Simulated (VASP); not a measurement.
# Which face does V expose?, part 4 of 6

How do surface energy, work function and relaxation of V depend on the face?

VASP 6.6.1; PBEsol, no spin polarisation; plane waves and PAW (V).

So far. Step 4 (Surface relaxation, 7 atoms, face V(110)): The run ended after 11 ionic steps, 0.081 eV below its first step, once the forces on the free atoms met EDIFFG = -0.03. Step 5 (Potential and states of the slab, 7 atoms, face V(110)): The vacuum level lies 4.86 eV above the Fermi level at the upper face; both faces agree, as the slab has next to no dipole.

## Step 6: Relaxing the slab, 9 atoms, face V(100)

System of this step: V(100). The cell holds 9 atoms: 9 V. Its edges and angles: a = 2.943 Å, b = 2.943 Å, c = 26.773 Å, α = 90.0°, β = 90.0°, γ = 90.0°. It derives from V. 9 layers of bcc V, cut at this functional's lattice. Vacuum lies along c.

The input, INCAR:

```
SYSTEM = V
PREC = Normal
ENCUT = 320
EDIFF = 1E-05
NELM = 120
ISMEAR = 1
SIGMA = 0.15
LREAL = .FALSE.
ALGO = Fast
GGA = PS
NBANDS = 31
LASPH = .TRUE.
LORBIT = 11
LWAVE = .FALSE.
LCHARG = .FALSE.
KPAR = 4
IBRION = 2
NSW = 40
ISIF = 2
EDIFFG = -0.03
POTIM = 0.4
MAXMIX = 40
```

The input, POSCAR:

```
V
1.0
    2.9431527152      0.0000000000      0.0000000000
    0.0000000000      2.9431527152      0.0000000000
    0.0000000000      0.0000000000     26.7726108608
V
9
Direct
    0.0000000000      0.0000000000      0.2801370400
    0.5000000000      0.5000000000      0.3351027800
    0.0000000000      0.0000000000      0.3900685200
    0.5000000000      0.5000000000      0.4450342600
    0.0000000000      0.0000000000      0.5000000000
    0.5000000000      0.5000000000      0.5549657400
    0.0000000000      0.0000000000      0.6099314800
    0.5000000000      0.5000000000      0.6648972200
    0.0000000000      0.0000000000      0.7198629600
```

The input, KPOINTS:

```
Automatic mesh
0
Gamma
10 10 1
0 0 0
```

The projector-augmented-wave data sets are V (PBE family, release 64).

On the command line:

```
$ mpirun -np 4 vasp_std
```

The program printed:

```text
[banner, memory and clock lines left out]
running    4 mpi-ranks, on    1 nodes
 distrk:  each k-point on    1 cores,    4 groups
 distr:  one band on    1 cores,    1 groups

 POSCAR found type information on POSCAR V
 POSCAR found :  1 types and       9 ions
 [... a notice as in an earlier step ...]

 LDA part: xc-table for (Slater+PW92), standard interpolation
 POSCAR, INCAR and KPOINTS ok, starting setup
 FFT: planning ... GRIDC
 FFT: planning ... GRID_SOFT
 FFT: planning ... GRID
 WAVECAR not read
 entering main loop
       N       E                     dE             d eps       ncg     rms          rms(c)
DAV:   1     0.284197427244E+03    0.28420E+03   -0.11411E+04  1302   0.979E+02
DAV:   2    -0.477219856840E+02   -0.33192E+03   -0.31652E+03  1302   0.291E+02
DAV:   3    -0.100051155387E+03   -0.52329E+02   -0.48829E+02  2097   0.135E+02
DAV:   4    -0.103602773860E+03   -0.35516E+01   -0.34539E+01  2012   0.526E+01
DAV:   5    -0.103743138443E+03   -0.14036E+00   -0.13926E+00  2156   0.797E+00    0.393E+01
RMM:   6    -0.114860840054E+03   -0.11118E+02   -0.12103E+02  2173   0.215E+02    0.537E+01
RMM:   7    -0.896308698926E+02    0.25230E+02   -0.10086E+02  1541   0.107E+02    0.193E+01
RMM:   8    -0.989034714038E+02   -0.92726E+01   -0.10970E+02  1506   0.108E+02    0.249E+01
RMM:   9    -0.814220267479E+02    0.17481E+02   -0.40770E+01  1445   0.555E+01    0.106E+01
RMM:  10    -0.835376437053E+02   -0.21156E+01   -0.34566E+01  1716   0.288E+01    0.969E+00
RMM:  11    -0.830938584949E+02    0.44379E+00   -0.13722E+01  1650   0.182E+01    0.737E+00
RMM:  12    -0.831270845808E+02   -0.33226E-01   -0.45031E+00  1645   0.122E+01    0.573E+00
RMM:  13    -0.865150231386E+02   -0.33879E+01   -0.19609E+01  1809   0.213E+01    0.131E+01
RMM:  14    -0.862724476459E+02    0.24258E+00   -0.52218E+00  1840   0.702E+00    0.149E+01
RMM:  15    -0.866840133545E+02   -0.41157E+00   -0.27066E+00  1980   0.307E+00    0.169E+01
RMM:  16    -0.840636236597E+02    0.26204E+01   -0.20406E+00  1696   0.776E+00    0.116E+01
RMM:  17    -0.832935204380E+02    0.77010E+00   -0.80547E+00  2005   0.108E+01    0.245E+00
RMM:  18    -0.833806236335E+02   -0.87103E-01   -0.72196E-01  1759   0.334E+00    0.250E+00
RMM:  19    -0.833685294960E+02    0.12094E-01   -0.23130E-01  1749   0.194E+00    0.231E+00
RMM:  20    -0.833355382032E+02    0.32991E-01   -0.88917E-02  1499   0.154E+00    0.144E+00
RMM:  21    -0.833458314269E+02   -0.10293E-01   -0.97775E-02  1791   0.793E-01    0.128E+00
RMM:  22    -0.833632902928E+02   -0.17459E-01   -0.45560E-02  1627   0.707E-01    0.151E+00
RMM:  23    -0.833874325110E+02   -0.24142E-01   -0.32255E-02  1759   0.796E-01    0.200E+00
RMM:  24    -0.833895795836E+02   -0.21471E-02   -0.72795E-03  1780   0.309E-01    0.207E+00
RMM:  25    -0.833751620202E+02    0.14418E-01   -0.21375E-03  1457   0.333E-01    0.182E+00
RMM:  26    -0.833646463431E+02    0.10516E-01   -0.94031E-03  1753   0.520E-01    0.151E+00
RMM:  27    -0.833618569143E+02    0.27894E-02   -0.16905E-03  1780   0.173E-01    0.141E+00
RMM:  28    -0.833493669813E+02    0.12490E-01   -0.11083E-02  2027   0.506E-01    0.910E-01
RMM:  29    -0.833478899753E+02    0.14770E-02   -0.11778E-03  1702   0.204E-01    0.819E-01
RMM:  30    -0.833451378972E+02    0.27521E-02   -0.29526E-03  1861   0.257E-01    0.613E-01
RMM:  31    -0.833428944460E+02    0.22435E-02   -0.24890E-03  1854   0.217E-01    0.396E-01
RMM:  32    -0.833421801792E+02    0.71427E-03   -0.65157E-04  1726   0.118E-01    0.296E-01
RMM:  33    -0.833416508697E+02    0.52931E-03   -0.89485E-04  1807   0.123E-01    0.181E-01
RMM:  34    -0.833414626136E+02    0.18826E-03   -0.30673E-04  1642   0.769E-02    0.115E-01
RMM:  35    -0.833413965524E+02    0.66061E-04   -0.16421E-04  1492   0.538E-02    0.736E-02
RMM:  36    -0.833413743521E+02    0.22200E-04   -0.76037E-05  1288   0.450E-02    0.460E-02
RMM:  37    -0.833413678914E+02    0.64607E-05   -0.37810E-05  1089   0.315E-02
   1 F= -.83341368E+02 E0= -.83341955E+02  d E =-.833414E+02
 curvature:   0.00 expect dE= 0.000E+00 dE for cont linesearch  0.000E+00
 trial: gam= 0.00000 g(F)=  0.171E+00 g(S)=  0.000E+00 ort = 0.000E+00 (trialstep = 0.100E+01)
 search vector abs. value=  0.171E+00
 bond charge predicted
       N       E                     dE             d eps       ncg     rms          rms(c)
DAV:   1    -0.835227125843E+02   -0.18134E+00   -0.79397E+00  1526   0.129E+01    0.171E+00
RMM:   2    -0.838326535089E+02   -0.30994E+00   -0.44829E-01  1431   0.568E+00    0.535E+00
RMM:   3    -0.836328755077E+02    0.19978E+00   -0.15646E-01  1537   0.263E+00    0.292E+00
RMM:   4    -0.838060789000E+02   -0.17320E+00   -0.39864E-01  1493   0.430E+00    0.561E+00
RMM:   5    -0.835231215292E+02    0.28296E+00   -0.10859E-01  1411   0.296E+00    0.215E+00
RMM:   6    -0.834899324768E+02    0.33189E-01   -0.16953E-01  1775   0.148E+00    0.827E-01
RMM:   7    -0.834884360388E+02    0.14964E-02   -0.29221E-02  1803   0.628E-01    0.548E-01
RMM:   8    -0.834878461707E+02    0.58987E-03   -0.33861E-02  1731   0.816E-01    0.564E-01
RMM:   9    -0.834847256974E+02    0.31205E-02   -0.24392E-03  1435   0.372E-01    0.311E-01
RMM:  10    -0.834836195213E+02    0.11062E-02   -0.28676E-03  1724   0.235E-01    0.213E-01
RMM:  11    -0.834835370407E+02    0.82481E-04   -0.40891E-04  1609   0.105E-01    0.186E-01
RMM:  12    -0.834832019828E+02    0.33506E-03   -0.35174E-04  1467   0.121E-01    0.136E-01
RMM:  13    -0.834829221028E+02    0.27988E-03   -0.10108E-03  1723   0.163E-01    0.644E-02
RMM:  14    -0.834830073325E+02   -0.85230E-04   -0.37122E-04  1631   0.871E-02    0.879E-02
RMM:  15    -0.834830013478E+02    0.59848E-05   -0.17538E-04  1490   0.908E-02    0.359E-02
RMM:  16    -0.834830362597E+02   -0.34912E-04   -0.14217E-04  1421   0.577E-02    0.101E-02
RMM:  17    -0.834830797114E+02   -0.43452E-04   -0.36889E-05   998   0.310E-02    0.142E-02
RMM:  18    -0.834831001489E+02   -0.20438E-04   -0.12809E-05   798   0.311E-02    0.105E-02
RMM:  19    -0.834831110462E+02   -0.10897E-04   -0.73745E-06   792   0.191E-02    0.506E-03
RMM:  20    -0.834831135237E+02   -0.24776E-05   -0.41124E-06   787   0.202E-02
   2 F= -.83483114E+02 E0= -.83483469E+02  d E =-.141746E+00
[... from here on, the cycles between the ionic steps are left out ...]
   3 F= -.83565509E+02 E0= -.83564110E+02  d E =-.224142E+00
   4 F= -.83566323E+02 E0= -.83564802E+02  d E =-.224955E+00
   5 F= -.83577936E+02 E0= -.83576652E+02  d E =-.116131E-01
   6 F= -.83581851E+02 E0= -.83580837E+02  d E =-.155284E-01
   7 F= -.83582981E+02 E0= -.83581942E+02  d E =-.112993E-02
   8 F= -.83584405E+02 E0= -.83583386E+02  d E =-.255343E-02
   9 F= -.83585078E+02 E0= -.83584046E+02  d E =-.672869E-03
  10 F= -.83586649E+02 E0= -.83585545E+02  d E =-.224416E-02
  11 F= -.83587760E+02 E0= -.83586533E+02  d E =-.335558E-02
  12 F= -.83587754E+02 E0= -.83586529E+02  d E =-.334895E-02
  13 F= -.83587755E+02 E0= -.83586525E+02  d E =-.335012E-02
  14 F= -.83587757E+02 E0= -.83586531E+02  d E =-.335179E-02
 curvature:  -1.26 expect dE=-0.438E-03 dE for cont linesearch -0.140E-06
 trial: gam= 0.10799 g(F)=  0.348E-03 g(S)=  0.000E+00 ort = 0.207E-04 (trialstep = 0.143E+01)
 search vector abs. value=  0.397E-03
 bond charge predicted
       N       E                     dE             d eps       ncg     rms          rms(c)
DAV:   1    -0.835882820011E+02   -0.51713E-03   -0.38937E-02  1316   0.877E-01    0.999E-02
RMM:   2    -0.835880876969E+02    0.19430E-03   -0.87124E-04  1322   0.324E-01    0.366E-02
RMM:   3    -0.835881286378E+02   -0.40941E-04   -0.39484E-04  1627   0.112E-01    0.245E-02
RMM:   4    -0.835881251710E+02    0.34668E-05   -0.86260E-05  1289   0.606E-02
  15 F= -.83588125E+02 E0= -.83586905E+02  d E =-.368494E-03
 trial-energy change:   -0.000368  1 .order   -0.000343   -0.000501   -0.000185
 step:   2.2691(harm=  2.2691)  dis= 0.00490  next Energy=   -83.588154 (dE=-0.397E-03)
 reached required accuracy - stopping structural energy minimisation
```

It took 3.7 min on 4 MPI ranks of AMD EPYC 7R43, shared host; peak memory 0.64 GiB; 15 min of CPU time.

OUTCAR, selected parts (step 6):

```text
   k-points           NKPTS =     21   k-points in BZ     NKDIM =     21   number of bands    NBANDS=     31

   ENCUT  =  320.0 eV  23.52 Ry    4.85 a.u.   4.29  4.29 39.05*2*pi/ulx,y,z

   NELECT =      45.0000    total number of electrons

 E-fermi :   1.4641

 k-point     1 :       0.0000    0.0000    0.0000
  band No.  band energies     occupation
    ...
     10      -1.1697      2.00000
     11      -1.0656      2.00000
     12      -1.0469      2.00000
     13      -0.2823      2.00000
     14       0.6802      2.00000
     15       1.5112      0.49682
     16       1.5152      0.45885
     17       1.6976     -0.05013
     18       1.7221     -0.03536
     19       1.7401     -0.02586
    ...

  Total       -1.8212012     -1.8212012     -0.1572739      0.0000000      0.0000000      0.0000000
  in kB      -12.5820730    -12.5820730     -1.0865533      0.0000000      0.0000000      0.0000000
  external PRESSURE =      -8.7502331 kB  Pullay stress =       0.0000000 kB

 POSITION                                       TOTAL-FORCE (eV/Angst)
 -----------------------------------------------------------------------------------
      0.00000      0.00000      7.66711         0.000000      0.000000      0.016324
      1.47158      1.47158      8.94603        -0.000000      0.000000      0.000322
      2.94315      0.00000     10.41855         0.000000      0.000000     -0.017289
      1.47158      1.47158     11.93297        -0.000000      0.000000     -0.010415
      0.00000      2.94315     13.38631         0.000000      0.000000      0.000000
      1.47158      1.47158     14.83964         0.000000     -0.000000      0.010415
      0.00000      0.00000     16.35406        -0.000000      0.000000      0.017289
      1.47158      1.47158     17.82658         0.000000      0.000000     -0.000322
      2.94315      0.00000     19.10550         0.000000      0.000000     -0.016324
 -----------------------------------------------------------------------------------
    total drift:                                0.000000      0.000000     -0.000000

  FREE ENERGIE OF THE ION-ELECTRON SYSTEM (eV)
  ---------------------------------------------------
  free  energy   TOTEN  =       -83.5881251710 eV

  energy  without entropy=      -83.5844653965  energy(sigma->0) =      -83.58690525

[... 1 part as in an earlier step ...]

[... 15 further parts left out ...]
```

The run keeps the 16 symmetry operations of its start, so it cannot find a distortion of lower symmetry.

The steps of the relaxation:

```
step  energy less that of the first step (eV)  largest force (eV/Å)
   1                                   0.0000                1.1202
   2                                  -0.1417                0.7870
   3                                  -0.2241                0.2252
   4                                  -0.2250                0.2477
   5                                  -0.2366                0.1499
   6                                  -0.2405                0.0739
   7                                  -0.2416                0.0505
   8                                  -0.2430                0.1055
   9                                  -0.2437                0.0953
  10                                  -0.2453                0.0745
  11                                  -0.2464                0.0545
  12                                  -0.2464                0.0471
  13                                  -0.2464                0.0529
  14                                  -0.2464                0.0478
  15                                  -0.2468                0.0173
```

The atoms that moved most (Å):

```
atom     dx     dy      dz  length
  V1  0.000  0.000   0.167   0.167
  V9  0.000  0.000  -0.167   0.167
  V8  0.000  0.000   0.026   0.026
  V2  0.000  0.000  -0.026   0.026
  V7  0.000  0.000   0.025   0.025
  V3  0.000  0.000  -0.025   0.025
  V6  0.000  0.000  -0.018   0.018
  V4  0.000  0.000   0.018   0.018
```

Final coordinates:

```xyz
9
Lattice="2.9432 0.0000 0.0000 0.0000 2.9432 0.0000 0.0000 0.0000 26.7726" Properties=species:S:1:pos:R:3
V     0.0000    0.0000    7.6671
V     1.4716    1.4716    8.9460
V     0.0000    0.0000   10.4185
V     1.4716    1.4716   11.9330
V     0.0000    0.0000   13.3863
V     1.4716    1.4716   14.8396
V     0.0000    0.0000   16.3541
V     1.4716    1.4716   17.8266
V     0.0000    0.0000   19.1055
```

This step gave:

```yaml
electronic_cycles: 132
electrons: 45
free_energy_toten: -83.5881 eV
energy_at_zero_smearing: -83.5869 eV
fermi_energy: 1.464 eV
```

The run ended after 15 ionic steps, 0.247 eV below its first step, once the forces on the free atoms met EDIFFG = -0.03.

(Continued in part 5 of 6.)

[Lines on the potential files, build, host, timing and source positions are cut from VASP's logs without a mark.]

[Logs are printed without paths, hosts, clocks, repeated set-up lines and the standing remarks that a program may print on its own settings, such as how far it seeks lower states.]

[Hosts, paths, dates, database ids (printed as entryN), source tags and the programs' standing remarks are cut or masked in the printed files.]

[Runs that stopped without an error message from VASP are left out.]
